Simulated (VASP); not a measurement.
# Germanium: quasiparticle gap under strain, part 2 of 4

Wanted: the deformation potential of the gap of Germanium, from G0W0. The cell has space group Fd-3m. The start is a cell from a database of measured crystal structures.

VASP 6.6.1, plane waves and PAW; the level of theory is named at each step.

So far, gap on the k-mesh (eV): step 3 (empty bands) 0.428.

### Step 4. G0W0

This step: G0W0 on r2SCAN; plane waves and PAW (Ge_d_GW) (VASP 6.6.1).

G0W0 keeps orbitals and screening fixed and shifts each of the lowest NBANDSGW levels once.

INCAR

```
SYSTEM = Ge
PREC = Accurate
ENCUT = 400
ISMEAR = 0
SIGMA = 0.01
LREAL = .FALSE.
METAGGA = R2SCAN
LASPH = .TRUE.
NBANDS = 192
ALGO = EVGW0
NELMGW = 1
ENCUTGW = 150
NOMEGA = 48
PRECFOCK = Fast
NBANDSGW = 24
LWAVE = .FALSE.
LCHARG = .FALSE.
```

POSCAR

```
Ge
1.0
    0.0000000000      2.8289100000      2.8289100000
    2.8289100000      0.0000000000      2.8289100000
    2.8289100000      2.8289100000      0.0000000000
Ge
2
Direct
    0.7500000000      0.7500000000      0.7500000000
    0.5000000000      0.5000000000      0.5000000000
```

KPOINTS

```
Automatic mesh
0
Gamma
6 6 6
0 0 0
```

The projector-augmented-wave data sets are Ge_d_GW (PBE family, release 64).

Run with:

```
> mpirun -np 8 vasp_std
```

What it wrote:

```text
[banner, memory and clock lines left out]
running    8 mpi-ranks, on    1 nodes
 distrk:  each k-point on    8 cores,    1 groups
 distr:  one band on    1 cores,    8 groups

 POSCAR found type information on POSCAR Ge
 POSCAR found :  1 types and       2 ions
 [... a notice as in an earlier step ...]

 [... a notice as in an earlier step ...]

|                                                                             |
|           W    W    AA    RRRRR   N    N  II  N    N   GGGG   !!!           |
|           W    W   A  A   R    R  NN   N  II  NN   N  G    G  !!!           |
|           W    W  A    A  R    R  N N  N  II  N N  N  G       !!!           |
|           W WW W  AAAAAA  RRRRR   N  N N  II  N  N N  G  GGG   !            |
|           WW  WW  A    A  R   R   N   NN  II  N   NN  G    G                |
|           W    W  A    A  R    R  N    N  II  N    N   GGGG   !!!           |
|                                                                             |
|     The default for ENCUTGWSOFT is different in this version of VASP.       |
|     please manually set ENCUTGWSOFT =150 in the INCAR file.                 |
|                                                                             |

 LDA part: xc-table for (None), standard interpolation
 found WAVECAR, reading the header
 POSCAR, INCAR and KPOINTS ok, starting setup
 FFT: planning ... GRIDC
 FFT: planning ... GRID_SOFT
 FFT: planning ... GRID
 reading WAVECAR
 the WAVECAR file was read successfully
 initial charge from wavefunction
 available memory per node:     27.02 GB, setting MAXMEM to     27671

 The Fermi energy was updated, please check that it is located mid-gap
 values below the HOMO (VB) or above the LUMO (CB) will cause erroneous energies
 E-fermi :   2.9640

 calculate exact exchange contribution
 the WAVEDER file was read successfully
|                                                                             |
|           W    W    AA    RRRRR   N    N  II  N    N   GGGG   !!!           |
|           W    W   A  A   R    R  NN   N  II  NN   N  G    G  !!!           |
|           W    W  A    A  R    R  N N  N  II  N N  N  G       !!!           |
|           W WW W  AAAAAA  RRRRR   N  N N  II  N  N N  G  GGG   !            |
|           WW  WW  A    A  R   R   N   NN  II  N   NN  G    G                |
|           W    W  A    A  R    R  N    N  II  N    N   GGGG   !!!           |
|                                                                             |
|     Automatic setting of frequency mesh for GW failed. Frequency mesh       |
|     properly not suitable for determining QP energies. Consider             |
|     increasing number of kpoints.                                           |
|                                                                             |

energies w=
    0.000    0.000    0.386    0.000    0.771    0.000    1.153    0.000
    1.530    0.000    1.901    0.000    2.267    0.000    2.625    0.000
    2.977    0.000    3.323    0.000    3.662    0.000    3.995    0.000
    4.324    0.000    4.650    0.000    4.972    0.000    5.293    0.000
    5.613    0.000    5.935    0.000    6.259    0.000    6.587    0.000
    6.921    0.000    7.263    0.000    7.615    0.000    7.979    0.000
    8.358    0.000    8.755    0.000    9.174    0.000    9.618    0.000
   10.094    0.000   10.607    0.000   11.165    0.000   11.776    0.000
   12.453    0.000   13.209    0.000   14.066    0.000   15.046    0.000
   16.184    0.000   17.525    0.000   19.133    0.000   21.103    0.000
   23.574    0.000   26.767    0.000   31.056    0.000   37.113    0.000
   46.296    0.000   61.814    0.000   93.531    0.000  193.734    0.000
 responsefunction array rank=     200
 LDA part: xc-table for (None), standard interpolation

 min. memory requirement per mpi rank    243.1 MB, per node   1945.0 MB

 allocating   6 responsefunctions rank=   200
 shmem allocating  48 responsefunctions rank=   200
 response function shared by NCSHMEM nodes    1
 Doing            6  frequencies on each core in blocks of           48
NQ=   1    0.0000    0.0000    0.0000,
|.........|.........|.........|.........|.........|.........|.........|.........
 performed       1224000 updates of chi_q(r,r)
 total number of BLAS operations        279.67 Gflops
NQ=   2    0.1667    0.0000    0.0000,
|.........|.........|.........|.........|.........|.........|.........|.........
 performed       3074000 updates of chi_q(r,r)
 total number of BLAS operations        717.68 Gflops
NQ=   3    0.3333    0.0000    0.0000,
|.........|.........|.........|.........|.........|.........|.........|.........
 performed       4924000 updates of chi_q(r,r)
 total number of BLAS operations       1213.50 Gflops
NQ=   4    0.5000    0.0000    0.0000,
|.........|.........|.........|.........|.........|.........|.........|.........
 performed       6553000 updates of chi_q(r,r)
 total number of BLAS operations       1635.86 Gflops
NQ=   5    0.1667    0.1667    0.0000,
|.........|.........|.........|.........|.........|.........|.........|.........
 performed       8403000 updates of chi_q(r,r)
 total number of BLAS operations       2120.91 Gflops
NQ=   6    0.3333    0.1667    0.0000,
|.........|.........|.........|.........|.........|.........|.........|.........
 performed      11046000 updates of chi_q(r,r)
 total number of BLAS operations       2884.28 Gflops
NQ=   7    0.5000    0.1667    0.0000,
|.........|.........|.........|.........|.........|.........|.........|.........
 performed      13689000 updates of chi_q(r,r)
 total number of BLAS operations       3647.66 Gflops
NQ=   8   -0.3333    0.1667    0.0000,
|.........|.........|.........|.........|.........|.........|.........|.........
 performed      16332000 updates of chi_q(r,r)
 total number of BLAS operations       4411.03 Gflops
NQ=   9   -0.1667    0.1667    0.0000,
|.........|.........|.........|.........|.........|.........|.........|.........
 performed      18680000 updates of chi_q(r,r)
 total number of BLAS operations       5047.08 Gflops
NQ=  10    0.3333    0.3333    0.0000,
|.........|.........|.........|.........|.........|.........|.........|.........
 performed      20530000 updates of chi_q(r,r)
 total number of BLAS operations       5604.30 Gflops
NQ=  11    0.5000    0.3333    0.0000,
|.........|.........|.........|.........|.........|.........|.........|.........
 performed      23173000 updates of chi_q(r,r)
 total number of BLAS operations       6383.83 Gflops
NQ=  12   -0.3333    0.3333    0.0000,
|.........|.........|.........|.........|.........|.........|.........|.........
 performed      25521000 updates of chi_q(r,r)
 total number of BLAS operations       7033.78 Gflops
NQ=  13    0.5000    0.5000    0.0000,
|.........|.........|.........|.........|.........|.........|.........|.........
 performed      27021000 updates of chi_q(r,r)
 total number of BLAS operations       7467.12 Gflops
NQ=  14    0.5000    0.3333    0.1667,
|.........|.........|.........|.........|.........|.........|.........|.........
 performed      29940000 updates of chi_q(r,r)
 total number of BLAS operations       8301.48 Gflops
NQ=  15   -0.3333    0.3333    0.1667,
|.........|.........|.........|.........|.........|.........|.........|.........
 performed      32712000 updates of chi_q(r,r)
 total number of BLAS operations       9136.19 Gflops
NQ=  16   -0.3333    0.5000    0.1667,
|.........|.........|.........|.........|.........|.........|.........|.........
 performed      35069000 updates of chi_q(r,r)
 total number of BLAS operations       9860.73 Gflops
 resolving degeneracies of screened two electron integrals

 calculate QP shifts <psi_nk| G(iteration)W_0 |psi_nk>: iteration 1
 entering main loop
```

Elapsed: 3.8 min, on 8 MPI ranks of Intel Xeon Platinum 8488C (Sapphire Rapids), shared host; peak memory 2.4 GiB.

OUTCAR, selected parts (step 4):

```text
 Found     16 irreducible k-points:

   k-points           NKPTS =     16   k-points in BZ     NKDIM =    216   number of bands    NBANDS=    192

   NELECT =      28.0000    total number of electrons

 E-fermi :   2.9640

 QP shifts <psi_nk| G(iteration)W_0 |psi_nk>: iteration 1
 for sc-GW calculations column KS-energies equals QP-energies in previous step
 and V_xc(KS)=  KS-energies - (<T + V_ion + V_H > + <T+V_H+V_ion>^1  + <V_x>^1)
 k-point   1 :       0.0000    0.0000    0.0000
  band No.  KS-energies  QP-energies   sigma(KS)   V_xc(KS)     V^pw_x(r,r')   Z            occupation Imag(sigma)
    ...
     11     -10.5660     -10.5884     -11.9000     -11.8664     -17.9101       0.6652       2.0000       0.9808
     12       2.7501       2.4332     -12.5647     -12.1576     -13.0382       0.7782       2.0000       0.0581
     13       2.7501       2.4332     -12.5647     -12.1576     -13.0382       0.7782       2.0000       0.0581
     14       2.7501       2.4332     -12.5647     -12.1576     -13.0382       0.7782       2.0000       0.0581
     15       3.1778       3.5786     -11.9867     -12.5013      -8.4110       0.7789       0.0000      -0.0751
     16       5.4633       5.5723     -10.4875     -10.6291      -6.4589       0.7694       0.0000      -0.1303
     17       5.4633       5.5723     -10.4875     -10.6291      -6.4589       0.7694       0.0000      -0.1303
     18       5.4633       5.5723     -10.4875     -10.6291      -6.4589       0.7694       0.0000      -0.1303
    ...

 k-point   2 :       0.1667    0.0000    0.0000
  band No.  KS-energies  QP-energies   sigma(KS)   V_xc(KS)     V^pw_x(r,r')   Z            occupation Imag(sigma)
    ...
     11     -10.2128     -10.2467     -11.9461     -11.8955     -17.8117       0.6702       2.0000       0.9514
     12      -0.4524      -0.6495     -12.2772     -12.0153     -13.6514       0.7526       2.0000       0.1143
     13       2.1966       1.8900     -12.3167     -11.9207     -12.9086       0.7743       2.0000       0.0618
     14       2.1966       1.8900     -12.3167     -11.9207     -12.9086       0.7743       2.0000       0.0618
     15       3.9840       4.1894     -10.9770     -11.2413      -7.3008       0.7771       0.0000      -0.0987
     16       6.1979       6.2859     -10.6838     -10.7989      -6.4579       0.7646       0.0000      -0.1440
     17       6.1979       6.2859     -10.6838     -10.7989      -6.4579       0.7646       0.0000      -0.1440
     18       7.2776       7.3292     -11.0860     -11.1535      -6.5899       0.7638       0.0000      -0.1643
    ...

 k-point   3 :       0.3333    0.0000    0.0000
  band No.  KS-energies  QP-energies   sigma(KS)   V_xc(KS)     V^pw_x(r,r')   Z            occupation Imag(sigma)
    ...
     11      -9.2328      -9.2936     -12.1085     -12.0195     -17.5698       0.6835       2.0000       0.8585
     12      -3.5380      -3.7419     -11.9664     -11.6866     -14.9186       0.7286       2.0000       0.3003
     13       1.5098       1.1941     -12.2020     -11.7915     -13.0795       0.7689       2.0000       0.0733
     14       1.5098       1.1941     -12.2020     -11.7915     -13.0795       0.7689       2.0000       0.0733
     15       3.4353       3.5958     -10.7151     -10.9203      -7.1497       0.7820       0.0000      -0.0994
     16       6.7789       6.8238     -10.3693     -10.4281      -5.9303       0.7643       0.0000      -0.1662
     17       6.7789       6.8238     -10.3693     -10.4281      -5.9303       0.7643       0.0000      -0.1662
     18      10.2894      10.1304     -10.0285      -9.8178      -4.5324       0.7548       0.0000      -0.3375
    ...

[... 8 parts as in an earlier step ...]

[... 5 further parts left out ...]
```

Numbers from this step:

- quasiparticle gap on the mesh: 0.9264 eV
- smallest direct quasiparticle gap on the mesh: 1.145 eV
- gap of the starting orbitals on the mesh: 0.4277 eV

GW takes the gap from 0.428 to 0.926 eV. The band edges change places after GW: the least gap now runs from band 12 at Γ to band 15 at (0.5, 0, 0), while the states that bound the starting gap (band 12 at Γ, band 15 at Γ) lie 1.145 eV apart. Spin-orbit coupling is left out. The value holds for 192 bands, ENCUTGW = 150 eV and this mesh, and isn't shown to be converged in them. VASP warns that the automatic setting of its frequency mesh failed and advises more k points, so the value is in doubt.

### Step 5. Ground state of a strained cell, scale 0.94

This step: r2SCAN; plane waves and PAW (Ge_d_GW) (VASP 6.6.1).

The volume is scaled by 0.94, at the same cutoff, mesh and band count, and the chain is run again.

INCAR

```
SYSTEM = Ge
PREC = Accurate
ENCUT = 400
EDIFF = 1E-08
NELM = 100
ISMEAR = 0
SIGMA = 0.01
LREAL = .FALSE.
ALGO = Normal
METAGGA = R2SCAN
LASPH = .TRUE.
NBANDS = 20
LORBIT = 11
LWAVE = .TRUE.
LCHARG = .FALSE.
KPAR = 8
```

POSCAR

```
Ge
1.0
    0.0000000000      2.7711609388      2.7711609388
    2.7711609388      0.0000000000      2.7711609388
    2.7711609388      2.7711609388      0.0000000000
Ge
2
Direct
    0.7500000000      0.7500000000      0.7500000000
    0.5000000000      0.5000000000      0.5000000000
```

KPOINTS is that of step 4.

Run with:

```
> mpirun -np 8 vasp_std
```

What it wrote:

```text
[banner, memory and clock lines left out]
running    8 mpi-ranks, on    1 nodes
 distrk:  each k-point on    1 cores,    8 groups
 distr:  one band on    1 cores,    1 groups

 POSCAR found type information on POSCAR Ge
 POSCAR found :  1 types and       2 ions
 [... a notice as in an earlier step ...]

 [... a notice as in an earlier step ...]

 LDA part: xc-table for (None), standard interpolation
 POSCAR, INCAR and KPOINTS ok, starting setup
 FFT: planning ... GRIDC
 FFT: planning ... GRID_SOFT
 FFT: planning ... GRID
 WAVECAR not read
 entering main loop
       N       E                     dE             d eps       ncg     rms          rms(c)
DAV:   1     0.211312610748E+03    0.21131E+03   -0.14404E+04   676   0.305E+03
DAV:   2     0.725393640950E+01   -0.20406E+03   -0.20040E+03   648   0.568E+02
DAV:   3    -0.285033019227E+02   -0.35757E+02   -0.35508E+02   736   0.177E+02
DAV:   4    -0.305924150853E+02   -0.20891E+01   -0.20882E+01   760   0.571E+01
DAV:   5    -0.307092194861E+02   -0.11680E+00   -0.11680E+00   860   0.136E+01    0.387E+00
DAV:   6    -0.276696540657E+02    0.30396E+01   -0.46382E-01   816   0.131E+01    0.222E+00
DAV:   7    -0.276565167748E+02    0.13137E-01   -0.18184E-01   848   0.775E+00    0.432E-01
DAV:   8    -0.276533202692E+02    0.31965E-02   -0.11081E-02   872   0.212E+00    0.149E-01
DAV:   9    -0.276532089744E+02    0.11129E-03   -0.23739E-02   808   0.349E+00    0.983E-02
DAV:  10    -0.276524168849E+02    0.79209E-03   -0.27391E-03   876   0.114E+00    0.368E-02
DAV:  11    -0.276523492036E+02    0.67681E-04   -0.16438E-04   988   0.238E-01    0.226E-02
DAV:  12    -0.276523347427E+02    0.14461E-04   -0.99749E-06   924   0.593E-02    0.160E-02
DAV:  13    -0.276523120031E+02    0.22740E-04   -0.92231E-05   756   0.219E-01    0.215E-03
DAV:  14    -0.276523117172E+02    0.28591E-06   -0.22345E-06   728   0.176E-02    0.126E-03
DAV:  15    -0.276523119743E+02   -0.25703E-06   -0.84304E-08   948   0.449E-03    0.478E-04
DAV:  16    -0.276523121365E+02   -0.16224E-06   -0.68372E-08   720   0.587E-03    0.829E-04
DAV:  17    -0.276523119977E+02    0.13874E-06   -0.15718E-08   444   0.271E-03    0.163E-04
DAV:  18    -0.276523120054E+02   -0.76616E-08   -0.28353E-09   428   0.121E-03
   1 F= -.27652312E+02 E0= -.27652312E+02  d E =-.694571E-43
 writing wavefunctions
```

The job ended after 16 s (8 MPI ranks; peak memory 1.3 GiB).

Parts of OUTCAR (step 5):

```text
   ENCUT  =  400.0 eV  29.40 Ry    5.42 a.u.   6.39  6.39  6.39*2*pi/ulx,y,z

   NELECT =      28.0000    total number of electrons

 E-fermi :   3.3450

 k-point     1 :       0.0000    0.0000    0.0000
  band No.  band energies     occupation
    ...
     10     -22.0489      2.00000
     11     -10.5761      2.00000
     12       3.2500      2.00000
     13       3.2502      2.00000
     14       3.2502      2.00000
     15       4.2867      0.00000
     16       5.9857      0.00000
     17       5.9858      0.00000
     18       5.9858      0.00000
     19      10.4917      0.00000
    ...

  Total        1.4835119      1.4835119      1.4835119      0.0000000      0.0000000     -0.0000000
  in kB       55.8452672     55.8452672     55.8452672      0.0000000      0.0000000     -0.0000000
  external PRESSURE =      55.8452672 kB  Pullay stress =       0.0000000 kB

 POSITION                                       TOTAL-FORCE (eV/Angst)
 -----------------------------------------------------------------------------------
      4.15674      4.15674      4.15674        -0.000000     -0.000000      0.000000
      2.77116      2.77116      2.77116         0.000000      0.000000     -0.000000
 -----------------------------------------------------------------------------------
    total drift:                                0.000000      0.000000      0.000000

  FREE ENERGIE OF THE ION-ELECTRON SYSTEM (eV)
  ---------------------------------------------------
  free  energy   TOTEN  =       -27.6523120054 eV

  energy  without entropy=      -27.6523120054  energy(sigma->0) =      -27.65231201

[... 5 parts as in an earlier step ...]

[... 11 further parts left out ...]
```

Numbers from this step:

| Item | Value |
| --- | --- |
| free energy (TOTEN) | -27.65 eV |
| Fermi energy | 3.345 eV |
| pressure | 5.585 GPa |
| gap on the k-mesh | 0.6731 eV |
| least direct gap on the k-mesh | 1.036 eV |

The run ends at a pressure of 5.58 GPa.

### Step 6. Empty bands, scale 0.94

The empty bands are made again, for the run that follows.

INCAR

```
SYSTEM = Ge
PREC = Accurate
ENCUT = 400
ISMEAR = 0
SIGMA = 0.01
LREAL = .FALSE.
METAGGA = R2SCAN
LASPH = .TRUE.
NBANDS = 192
ALGO = Exact
NELM = 1
LWAVE = .TRUE.
LCHARG = .FALSE.
LOPTICS = .TRUE.
NEDOS = 1000
CSHIFT = 0.1
```

POSCAR is that of step 5.

KPOINTS is that of step 5.

Run with:

```
> mpirun -np 8 vasp_std
```

What it wrote:

```text
[... set-up lines as in an earlier step ...]
 entering main loop
       N       E                     dE             d eps       ncg     rms          rms(c)
DIA:   1    -0.276523120290E+02   -0.27652E+02    0.00000E+00     0   0.000E+00
   1 F= -.27652312E+02 E0= -.27652312E+02  d E =-.321385E-29
 writing wavefunctions
 optical routines
 imaginary and real dielectric function
 direction            1
 direction            2
 direction            3
```

Elapsed: 15 s, on 8 MPI ranks; peak memory 1.2 GiB; 1.9 min of CPU time.

From OUTCAR (step 6):

```text
  Total        1.4849005      1.4849005      1.4849005      0.0000000      0.0000000     -0.0000000
  in kB       55.8975380     55.8975380     55.8975380      0.0000000      0.0000000     -0.0000000
  external PRESSURE =      55.8975380 kB  Pullay stress =       0.0000000 kB

 POSITION                                       TOTAL-FORCE (eV/Angst)
 -----------------------------------------------------------------------------------
      4.15674      4.15674      4.15674        -0.000000     -0.000000     -0.000000
      2.77116      2.77116      2.77116         0.000000      0.000000      0.000000
 -----------------------------------------------------------------------------------
    total drift:                                0.000000      0.000000      0.000000

  FREE ENERGIE OF THE ION-ELECTRON SYSTEM (eV)
  ---------------------------------------------------
  free  energy   TOTEN  =       -27.6523120290 eV

  energy  without entropy=      -27.6523120290  energy(sigma->0) =      -27.65231203

[... 2 parts as in an earlier step ...]

[... 1 further part left out ...]
[key lines of the parts left out:]
E-fermi :   3.3266
```

(Part 2 of 4 ends here.)

[Lines on the potential files, build, host, timing and source positions are cut from VASP's logs without a mark.]

[Logs are printed without paths, hosts, clocks, repeated set-up lines and the standing remarks that a program may print on its own settings, such as how far it seeks lower states.]

[Hosts, paths, dates, database ids (printed as entryN), source tags and the programs' standing remarks are cut or masked in the printed files.]

[Pressures printed for these runs are not shown converged in the cutoff: they can be off by several GPa and have the wrong sign.]

[In band tables of VASP the shares of atoms and orbitals are scaled to a sum of 1 inside the atoms' spheres.]
